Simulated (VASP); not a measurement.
Computed with r2SCAN meta-GGA, VASP's PBE PAW potentials (set 64) (plane waves; VASP).

VASP ran on this input.

### KPOINTS
```
Automatic mesh
0
Gamma
10 7 1
0 0 0
```

### INCAR
```
SYSTEM  =  CoAl(110) slab
PREC  =  Normal; ENCUT  =  400; LREAL  =  .FALSE.
LASPH  =  .TRUE.
EDIFF  =  1E-5; NELM  =  100; NELMIN  =  4
ALGO  =  Normal; LMAXMIX  =  4; LMIXTAU  =  .TRUE.
ISMEAR  =  1; SIGMA  =  0.1
METAGGA  =  R2SCAN
IBRION  =  2; NSW  =  50; ISIF  =  2
EDIFFG  =  -0.03
LWAVE  =  .TRUE.; LCHARG  =  .FALSE.
DIPOL  =  0.5 0.5 0.5
LDIPOL  =  .TRUE.; IDIPOL  =  3
```

POSCAR:
```
CoAl(110) slab
1
    2.8216953664     0.0000000000     0.0000000000
    0.0000000000     3.9904800648     0.0000000000
    0.0000000000     0.0000000000    24.7753012408
Al Co
5 5
Direct
  0.5000000000   0.0000000000   0.3389330000
  0.5000000000   0.5000000000   0.4194670000
  0.5000000000   0.0000000000   0.5000000000
  0.5000000000   0.5000000000   0.5805330000
  0.5000000000   0.0000000000   0.6610670000
  0.0000000000   0.5000000000   0.3389330000
  0.0000000000   0.0000000000   0.4194670000
  0.0000000000   0.5000000000   0.5000000000
  0.0000000000   0.0000000000   0.5805330000
  0.0000000000   0.5000000000   0.6610670000
```

POTCAR, in this order: Al Co (PBE.64 set). Program: vasp_std.

Output of the run:

### OUTCAR
```
 ion  position               nearest neighbor table
   1  0.500  0.000  0.339-   6 2.44   6 2.44   6 2.44   6 2.44   7 2.44   7 2.44   2 2.82   2 2.82
  LATTYP: Found a simple orthorhombic cell.
 ALAT       =     2.8216953664
 B/A-ratio  =     1.4142136364
 C/A-ratio  =     8.7802891608
 Subroutine PRICEL returns:
 Original cell was already a primitive cell.
 Subroutine GETGRP returns: Found  8 space group operations
The static configuration has the point symmetry D_2h.
The dynamic configuration has the point symmetry D_2h.
 Subroutine INISYM returns: Found  8 space group operations
 Subroutine IBZKPT returns following result:
 Found     24 irreducible k-points:

 Following reciprocal coordinates:
            Coordinates               Weight
  0.000000  0.000000  0.000000      1.000000
  0.100000  0.000000  0.000000      2.000000
  0.200000  0.000000  0.000000      2.000000
  0.300000  0.000000  0.000000      2.000000
  0.400000  0.000000  0.000000      2.000000
  0.500000  0.000000  0.000000      1.000000
  0.000000  0.142857  0.000000      2.000000
  0.100000  0.142857  0.000000      4.000000
  0.200000  0.142857  0.000000      4.000000
  0.300000  0.142857  0.000000      4.000000
  0.400000  0.142857  0.000000      4.000000
  0.500000  0.142857  0.000000      2.000000
  0.000000  0.285714  0.000000      2.000000
  0.100000  0.285714  0.000000      4.000000
  0.200000  0.285714  0.000000      4.000000
  0.300000  0.285714  0.000000      4.000000
  0.400000  0.285714  0.000000      4.000000
  0.500000  0.285714  0.000000      2.000000
  0.000000  0.428571  0.000000      2.000000
  0.100000  0.428571  0.000000      4.000000
  0.200000  0.428571  0.000000      4.000000
  0.300000  0.428571  0.000000      4.000000
  0.400000  0.428571  0.000000      4.000000
...
```

File OSZICAR:
```
...
DAV:   8    -0.101905756836E+03   -0.18332E-02   -0.11764E-03  1756   0.212E-01    0.244E-02
DAV:   9    -0.101905887959E+03   -0.13112E-03   -0.94575E-05  1800   0.717E-02    0.138E-02
DAV:  10    -0.101906707774E+03   -0.81982E-03   -0.10072E-04  1788   0.630E-02    0.168E-02
DAV:  11    -0.101906987142E+03   -0.27937E-03   -0.23565E-05  1392   0.570E-02    0.383E-03
DAV:  12    -0.101907137259E+03   -0.15012E-03   -0.10899E-05  1136   0.221E-02    0.326E-03
DAV:  13    -0.101907390715E+03   -0.25346E-03   -0.17970E-05  1388   0.290E-02    0.389E-03
DAV:  14    -0.101907588531E+03   -0.19782E-03   -0.15305E-05  1272   0.290E-02    0.135E-03
DAV:  15    -0.101907650828E+03   -0.62298E-04   -0.82839E-06  1116   0.233E-02    0.117E-03
DAV:  16    -0.101907826822E+03   -0.17599E-03   -0.20847E-05  1412   0.329E-02    0.721E-04
DAV:  17    -0.101907881649E+03   -0.54827E-04   -0.95146E-06  1152   0.215E-02    0.432E-04
DAV:  18    -0.101907916617E+03   -0.34968E-04   -0.76235E-06  1124   0.222E-02    0.427E-04
DAV:  19    -0.101907887910E+03    0.28707E-04   -0.65650E-06  1132   0.207E-02    0.304E-04
DAV:  20    -0.101907931256E+03   -0.43347E-04   -0.84812E-06  1140   0.239E-02    0.329E-04
DAV:  21    -0.101907927911E+03    0.33459E-05   -0.79965E-06  1108   0.231E-02
   2 F= -.10190793E+03 E0= -.10190668E+03  d E =-.951970E-01
       N       E                     dE             d eps       ncg     rms          rms(c)
DAV:   1    -0.101918341075E+03   -0.10410E-01   -0.37096E+00  1728   0.977E+00    0.296E-01
DAV:   2    -0.101921282744E+03   -0.29417E-02   -0.71885E-02  2388   0.216E+00    0.326E-01
DAV:   3    -0.101923735672E+03   -0.24529E-02   -0.11386E-02  2568   0.134E+00    0.264E-01
DAV:   4    -0.101925111388E+03   -0.13757E-02   -0.62783E-03  2564   0.146E+00    0.261E-01
DAV:   5    -0.101925816253E+03   -0.70487E-03   -0.37594E-03  2624   0.110E+00    0.138E-01
DAV:   6    -0.101926898083E+03   -0.10818E-02   -0.50346E-03  2740   0.129E+00    0.307E-01
DAV:   7    -0.101926312244E+03    0.58584E-03   -0.33801E-03  2840   0.110E+00    0.194E-02
DAV:   8    -0.101926547447E+03   -0.23520E-03   -0.33162E-04  1744   0.114E-01    0.125E-02
DAV:   9    -0.101926686270E+03   -0.13882E-03   -0.41931E-05  1632   0.509E-02    0.673E-03
DAV:  10    -0.101926714711E+03   -0.28441E-04   -0.23732E-05  1344   0.383E-02    0.732E-03
DAV:  11    -0.101926760504E+03   -0.45792E-04   -0.15137E-05  1240   0.411E-02    0.143E-03
DAV:  12    -0.101926770398E+03   -0.98948E-05   -0.47307E-06  1064   0.198E-02
   3 F= -.10192677E+03 E0= -.10192561E+03  d E =-.114039E+00
       N       E                     dE             d eps       ncg     rms          rms(c)
DAV:   1    -0.101927130049E+03   -0.36955E-03   -0.62964E-01  1728   0.402E+00    0.116E-01
DAV:   2    -0.101926611419E+03    0.51863E-03   -0.10635E-02  2128   0.797E-01    0.107E-01
DAV:   3    -0.101927642423E+03   -0.10310E-02   -0.16429E-03  2416   0.492E-01    0.106E-01
DAV:   4    -0.101927994969E+03   -0.35255E-03   -0.95526E-04  2548   0.576E-01    0.986E-02
DAV:   5    -0.101928194253E+03   -0.19928E-03   -0.61554E-04  2604   0.438E-01    0.555E-02
DAV:   6    -0.101928431665E+03   -0.23741E-03   -0.64685E-04  2632   0.460E-01    0.107E-01
DAV:   7    -0.101928413420E+03    0.18245E-04   -0.47519E-04  2736   0.409E-01    0.108E-02
DAV:   8    -0.101928426489E+03   -0.13069E-04   -0.50849E-05  1608   0.628E-02    0.525E-03
DAV:   9    -0.101928423255E+03    0.32335E-05   -0.13949E-05  1172   0.325E-02
   4 F= -.10192842E+03 E0= -.10192735E+03  d E =-.115692E+00
       N       E                     dE             d eps       ncg     rms          rms(c)
DAV:   1    -0.101939494679E+03   -0.11068E-01   -0.52309E-01  1752   0.399E+00    0.242E-01
DAV:   2    -0.101949392392E+03   -0.98977E-02   -0.68569E-02  2468   0.463E+00    0.104E+00
DAV:   3    -0.101940311392E+03    0.90810E-02   -0.34551E-02  2688   0.362E+00    0.156E-01
DAV:   4    -0.101940719212E+03   -0.40782E-03   -0.37879E-03  2644   0.850E-01    0.185E-01
DAV:   5    -0.101940735610E+03   -0.16398E-04   -0.19153E-03  2568   0.825E-01    0.129E-01
DAV:   6    -0.101940728387E+03    0.72223E-05   -0.49318E-04  2604   0.360E-01    0.777E-02
DAV:   7    -0.101941032535E+03   -0.30415E-03   -0.10990E-04  1756   0.743E-02    0.449E-02
DAV:   8    -0.101941130773E+03   -0.98238E-04   -0.22039E-04  2036   0.138E-01    0.107E-02
DAV:   9    -0.101941178206E+03   -0.47433E-04   -0.25373E-05  1336   0.442E-02    0.638E-03
DAV:  10    -0.101941178694E+03   -0.48779E-06   -0.92469E-06  1116   0.279E-02
   5 F= -.10194118E+03 E0= -.10194023E+03  d E =-.127554E-01
       N       E                     dE             d eps       ncg     rms          rms(c)
DAV:   1    -0.101943788379E+03   -0.26102E-02   -0.50070E-01  1744   0.391E+00    0.238E-01
DAV:   2    -0.101953783964E+03   -0.99956E-02   -0.67865E-02  2492   0.463E+00    0.105E+00
DAV:   3    -0.101944492043E+03    0.92919E-02   -0.34362E-02  2696   0.361E+00    0.157E-01
DAV:   4    -0.101944887966E+03   -0.39592E-03   -0.37293E-03  2636   0.864E-01    0.186E-01
DAV:   5    -0.101944929009E+03   -0.41043E-04   -0.18348E-03  2572   0.802E-01    0.120E-01
DAV:   6    -0.101944964469E+03   -0.35460E-04   -0.43435E-04  2576   0.320E-01    0.769E-02
DAV:   7    -0.101945226685E+03   -0.26222E-03   -0.10640E-04  1764   0.801E-02    0.479E-02
DAV:   8    -0.101945404750E+03   -0.17807E-03   -0.22528E-04  2088   0.143E-01    0.110E-02
DAV:   9    -0.101945446535E+03   -0.41784E-04   -0.21820E-05  1256   0.408E-02    0.714E-03
DAV:  10    -0.101945460302E+03   -0.13768E-04   -0.90086E-06  1116   0.284E-02    0.457E-03
DAV:  11    -0.101945492505E+03   -0.32203E-04   -0.13532E-05  1200   0.302E-02    0.141E-03
DAV:  12    -0.101945505731E+03   -0.13226E-04   -0.70220E-06  1132   0.223E-02    0.132E-03
DAV:  13    -0.101945528567E+03   -0.22836E-04   -0.15104E-06   964   0.107E-02    0.737E-04
DAV:  14    -0.101945546148E+03   -0.17580E-04   -0.24069E-06  1008   0.138E-02    0.779E-04
DAV:  15    -0.101945548196E+03   -0.20485E-05   -0.23251E-06   992   0.124E-02
   6 F= -.10194555E+03 E0= -.10194465E+03  d E =-.171249E-01
       N       E                     dE             d eps       ncg     rms          rms(c)
DAV:   1    -0.101945575733E+03   -0.29585E-04   -0.81951E-04  1748   0.159E-01    0.921E-03
DAV:   2    -0.101945577050E+03   -0.13171E-05   -0.10139E-04  2276   0.180E-01    0.399E-02
DAV:   3    -0.101945551192E+03    0.25857E-04   -0.43691E-05  1408   0.139E-01    0.734E-03
DAV:   4    -0.101945568599E+03   -0.17407E-04   -0.78535E-06   892   0.369E-02    0.768E-03
DAV:   5    -0.101945569550E+03   -0.95085E-06   -0.58906E-06   888   0.406E-02
   7 F= -.10194557E+03 E0= -.10194467E+03  d E =-.171463E-01
       N       E                     dE             d eps       ncg     rms          rms(c)
DAV:   1    -0.101945613824E+03   -0.45225E-04   -0.31824E-01  1732   0.290E+00    0.926E-02
DAV:   2    -0.101946142864E+03   -0.52904E-03   -0.54379E-03  2616   0.971E-01    0.186E-01
DAV:   3    -0.101946012961E+03    0.12990E-03   -0.22780E-03  2600   0.906E-01    0.899E-02
DAV:   4    -0.101946146545E+03   -0.13358E-03   -0.54315E-04  2536   0.386E-01    0.718E-02
DAV:   5    -0.101946152066E+03   -0.55212E-05   -0.34748E-04  2528   0.350E-01    0.604E-02
DAV:   6    -0.101946014469E+03    0.13760E-03   -0.31298E-04  2108   0.231E-01    0.282E-02
DAV:   7    -0.101946138218E+03   -0.12375E-03   -0.95742E-05  1820   0.104E-01    0.474E-03
DAV:   8    -0.101946194653E+03   -0.56435E-04   -0.58723E-05  1688   0.594E-02    0.305E-03
DAV:   9    -0.101946219593E+03   -0.24941E-04   -0.88128E-06  1140   0.266E-02    0.177E-03
DAV:  10    -0.101946245524E+03   -0.25931E-04   -0.30249E-06  1024   0.165E-02    0.887E-04
DAV:  11    -0.101946221748E+03    0.23776E-04   -0.15229E-06   948   0.118E-02    0.626E-04
DAV:  12    -0.101946221391E+03    0.35733E-06   -0.27891E-07   888   0.497E-03
   8 F= -.10194622E+03 E0= -.10194533E+03  d E =-.651841E-03
```

OUTCAR:
```
------------------------ aborting loop because EDIFF is reached ----------------------------------------
  FORCE on cell =-STRESS in cart. coord.  units (eV):
  Direction    XX          YY          ZZ          XY          YZ          ZX
  --------------------------------------------------------------------------------------
  Total       -5.7626994     -3.5120686     -0.2359230      0.0000000      0.0000000      0.0000000
  in kB      -33.0965203    -20.1706249     -1.3549606      0.0000000      0.0000000      0.0000000
  external PRESSURE =     -18.2073686 kB  Pullay stress =       0.0000000 kB
  volume of cell :      278.97
      direct lattice vectors                 reciprocal lattice vectors
     2.821695366  0.000000000  0.000000000     0.354396868  0.000000000  0.000000000
     0.000000000  3.990480065  0.000000000     0.000000000  0.250596415  0.000000000
     0.000000000  0.000000000 24.775301241     0.000000000  0.000000000  0.040362779
 POSITION                                       TOTAL-FORCE (eV/Angst)
 -----------------------------------------------------------------------------------
      1.41085      0.00000      8.31009         0.000000     -0.000000     -0.004905
      1.41085      1.99524     10.38504         0.000000     -0.000000     -0.003515
      1.41085      0.00000     12.38765         0.000000     -0.000000      0.000000
      1.41085      1.99524     14.39026         0.000000     -0.000000      0.003515
      1.41085      0.00000     16.46521         0.000000     -0.000000      0.004905
      0.00000      1.99524      8.47772         0.000000     -0.000000     -0.007098
      2.82170      3.99048     10.41152         0.000000      0.000000     -0.017894
      0.00000      1.99524     12.38765         0.000000     -0.000000      0.000000
      0.00000      0.00000     14.36378         0.000000      0.000000      0.017894
      0.00000      1.99524     16.29758         0.000000     -0.000000      0.007098
 -----------------------------------------------------------------------------------
    total drift:                                0.000000     -0.000000      0.000000
  FREE ENERGIE OF THE ION-ELECTRON SYSTEM (eV)
  ---------------------------------------------------
  free  energy   TOTEN  =      -101.9462213908 eV

  energy  without entropy=     -101.9435620408  energy(sigma->0) =     -101.94533494

 reached required accuracy - stopping structural energy minimisation
```
(Selected blocks of OUTCAR.)

File CONTCAR:
```
CoAl(110) slab
   1.00000000000000
     2.8216953664000002    0.0000000000000000    0.0000000000000000
     0.0000000000000000    3.9904800647999998    0.0000000000000000
     0.0000000000000000    0.0000000000000000   24.7753012408000011
  Al              Co
     5     5
Direct
     0.5000000000000000    0.0000000000000000    0.3354183491421995
     0.5000000000000000    0.5000000000000000    0.4191689778316579
     0.5000000000000000    0.0000000000000000    0.5000000000000000
     0.5000000000000000    0.5000000000000000    0.5808310221683418
     0.5000000000000000    0.0000000000000000    0.6645816508578005
     0.0000000000000000    0.5000000000000000    0.3421842492089513
     1.0000000000000000    1.0000000000000000    0.4202378880496044
     0.0000000000000000    0.5000000000000000    0.5000000000000000
     0.0000000000000000    0.0000000000000000    0.5797621119503956
     0.0000000000000000    0.5000000000000000    0.6578157507910487
```

**OUTCAR**
```
 val. band max:        1.3728145137   @ k =   0.3000   0.0000   0.0000

 cond. band min:       1.4018184916   @ k =   0.4000   0.2857   0.0000


 Fermi energy:         1.3751220649

 k-point     1 :       0.0000    0.0000    0.0000
  band No.  band energies     occupation
      1      -9.8671      2.00000
      2      -8.7504      2.00000
      3      -7.2466      2.00000
      4      -5.4626      2.00000
      5      -4.1645      2.00000
      6      -2.0410      2.00000
      7      -1.9778      2.00000
      8      -1.5519      2.00000
      9      -1.4987      2.00000
     10      -1.4520      2.00000
     11      -1.1942      2.00000
     12      -1.1722      2.00000
     13      -1.1220      2.00000
     14      -1.0516      2.00000
     15      -0.4186      2.00000
     16      -0.2588      2.00000
     17      -0.1281      2.00000
     18      -0.1272      2.00000
     19      -0.1237      2.00000
     20       0.0761      2.00000
     21       0.1286      2.00000
     22       0.1507      2.00000
     23       0.3325      2.00000
     24       0.3483      2.00000
     25       0.5640      2.00000
     26       0.6696      2.00000
     27       0.6934      2.00000
     28       0.7035      2.00000
     29       0.7336      2.00000
     30       0.7749      2.00000
     31       0.9306      2.00000
     32       0.9710      2.00000
     33       2.1147     -0.00000
     34       3.4239      0.00000
     35       4.7740      0.00000
     36       5.1219      0.00000

 k-point     2 :       0.1000    0.0000    0.0000
  band No.  band energies     occupation
      1      -9.6656      2.00000
      2      -8.5548      2.00000
      3      -7.0619      2.00000
      4      -5.3007      2.00000
      5      -4.0435      2.00000
      6      -1.9026      2.00000
      7      -1.8887      2.00000
      8      -1.5908      2.00000
      9      -1.5192      2.00000
     10      -1.4939      2.00000
     11      -1.2516      2.00000
     12      -1.2474      2.00000
...
```

The cell is a thin slab with vacuum, built from CoAl (CsCl type): (110) face. The run is not spin-polarised, so no magnetic state was tried.
